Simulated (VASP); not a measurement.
OSZICAR of a VASP run on HfN (rock salt):

File OSZICAR:
```
       N       E                     dE             d eps       ncg     rms          rms(c)
DAV:   1     0.468586692350E+02    0.46859E+02   -0.82358E+03  2288   0.127E+03
DAV:   2    -0.181342741499E+02   -0.64993E+02   -0.61313E+02  3112   0.255E+02
DAV:   3    -0.207786627551E+02   -0.26444E+01   -0.25441E+01  2962   0.442E+01
DAV:   4    -0.208056364039E+02   -0.26974E-01   -0.26865E-01  2839   0.435E+00
DAV:   5    -0.208060858062E+02   -0.44940E-03   -0.44902E-03  2998   0.420E-01    0.395E+01
DAV:   6    -0.167369783187E+02    0.40691E+01   -0.24762E+01  2683   0.337E+01    0.365E+01
DAV:   7    -0.166438555847E+02    0.93123E-01   -0.11279E+00  2607   0.938E+00    0.268E+01
DAV:   8    -0.166560865779E+02   -0.12231E-01   -0.43410E-01  2670   0.561E+00    0.116E+01
DAV:   9    -0.166176210745E+02    0.38466E-01   -0.20388E-01  2701   0.300E+00    0.107E+00
DAV:  10    -0.166177249039E+02   -0.10383E-03   -0.37885E-03  2597   0.622E-01    0.602E-01
DAV:  11    -0.166177589973E+02   -0.34093E-04   -0.79751E-04  2714   0.240E-01    0.478E-02
DAV:  12    -0.166177598262E+02   -0.82888E-06   -0.27707E-05  2781   0.561E-02    0.750E-02
DAV:  13    -0.166177610202E+02   -0.11940E-05   -0.13260E-05  3050   0.317E-02    0.478E-03
DAV:  14    -0.166177612616E+02   -0.24142E-06   -0.72338E-07  2674   0.909E-03    0.299E-03
DAV:  15    -0.166177613386E+02   -0.76977E-07   -0.25070E-07  2489   0.494E-03
   1 F= -.16617761E+02 E0= -.16617567E+02  d E =-.581700E-03
```

Task: Which electronic solver shows in the log?

Result: It is blocked Davidson (ALGO = Normal, or the opening steps of other solvers). The INCAR had ALGO = Normal.

Task: Can the final energy be trusted as converged?

Result: The calculation finished and met its thresholds. It stopped with EDIFF = 1E-7, NELM = 100 (vdW-DF2, plane waves, VASP's PBE PAW potentials (set 64)).

The compound is HfN in the rock salt structure. It was relaxed first, which changed the volume by +7 %. The electron count is odd and the run is not spin-polarised, which forces a metal.
